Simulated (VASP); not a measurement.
OSZICAR of a VASP run on TiSi2 (space group Fddd):

OSZICAR:
```
       N       E                     dE             d eps       ncg     rms          rms(c)
DAV:   1     0.331888716136E+03    0.33189E+03   -0.17426E+04  4568   0.153E+03
DAV:   2    -0.255203409206E+02   -0.35741E+03   -0.35439E+03  4584   0.463E+02
DAV:   3    -0.717737304529E+02   -0.46253E+02   -0.45562E+02  8472   0.134E+02
DAV:   4    -0.749534343510E+02   -0.31797E+01   -0.31725E+01  6168   0.339E+01
DAV:   5    -0.751737425535E+02   -0.22031E+00   -0.22030E+00  7240   0.766E+00    0.210E+01
DAV:   6    -0.650100824393E+02    0.10164E+02   -0.41614E+01  6632   0.637E+01    0.698E+00
DAV:   7    -0.639427604116E+02    0.10673E+01   -0.71807E+00  6048   0.216E+01    0.537E+00
DAV:   8    -0.641179615509E+02   -0.17520E+00   -0.18049E+00  7456   0.738E+00    0.206E+00
DAV:   9    -0.640355702932E+02    0.82391E-01   -0.20252E-01  6600   0.404E+00    0.113E+00
DAV:  10    -0.638913537971E+02    0.14422E+00   -0.60980E-01  5976   0.614E+00    0.457E-01
DAV:  11    -0.640945322756E+02   -0.20318E+00   -0.12001E-01  5576   0.246E+00    0.267E-01
DAV:  12    -0.641071110850E+02   -0.12579E-01   -0.23682E-02  6264   0.126E+00    0.865E-02
DAV:  13    -0.641000325416E+02    0.70785E-02   -0.54502E-03  5584   0.710E-01    0.968E-02
DAV:  14    -0.641070598581E+02   -0.70273E-02   -0.65821E-03  5464   0.688E-01    0.251E-02
DAV:  15    -0.641073818410E+02   -0.32198E-03   -0.27134E-04  6848   0.140E-01    0.110E-02
DAV:  16    -0.641072497401E+02    0.13210E-03   -0.50442E-05  5888   0.535E-02    0.870E-03
DAV:  17    -0.641073774912E+02   -0.12775E-03   -0.20012E-05  5952   0.310E-02    0.247E-03
DAV:  18    -0.641073396492E+02    0.37842E-04   -0.17657E-06  4304   0.121E-02    0.783E-04
DAV:  19    -0.641073633358E+02   -0.23687E-04   -0.54822E-07  4000   0.816E-03    0.404E-04
DAV:  20    -0.641073471095E+02    0.16226E-04   -0.20009E-07  3784   0.415E-03    0.433E-04
DAV:  21    -0.641073488555E+02   -0.17460E-05   -0.43581E-08  3712   0.202E-03    0.299E-04
DAV:  22    -0.641073496354E+02   -0.77992E-06   -0.17422E-08  3592   0.113E-03
   1 F= -.64107350E+02 E0= -.64107046E+02  d E =-.641073E+02
       N       E                     dE             d eps       ncg     rms          rms(c)
DAV:   1    -0.641077083067E+02   -0.35945E-03   -0.14215E-02  5328   0.127E+00    0.118E-01
DAV:   2    -0.641075283210E+02    0.17999E-03   -0.15753E-03  5560   0.380E-01    0.572E-02
DAV:   3    -0.641074876279E+02    0.40693E-04   -0.16125E-04  6224   0.116E-01    0.300E-02
DAV:   4    -0.641074801178E+02    0.75101E-05   -0.63903E-05  7424   0.687E-02    0.755E-03
DAV:   5    -0.641074809845E+02   -0.86672E-06   -0.76206E-06  5504   0.235E-02
   2 F= -.64107481E+02 E0= -.64107165E+02  d E =-.131349E-03
```

### Question
Which electronic solver shows in the log?

### Answer
It is blocked Davidson (ALGO = Normal, or the opening steps of other solvers). The INCAR had ALGO = Normal.

### Question
Can the final energy be trusted as converged?

### Answer
The run converged. It stopped with EDIFF = 1E-6, NELM = 100, NSW = 60 and EDIFFG = -0.02 after 2 ionic steps (r2SCAN meta-GGA, plane waves, VASP's PBE PAW potentials (set 64)).

The structure comes from a computed database's TiSi2 entry (Fddd); how it stands against other phases isn't given here. This run relaxes it. Symmetry was kept, so distortions that lower it aren't found. The start is the result of an earlier pass.
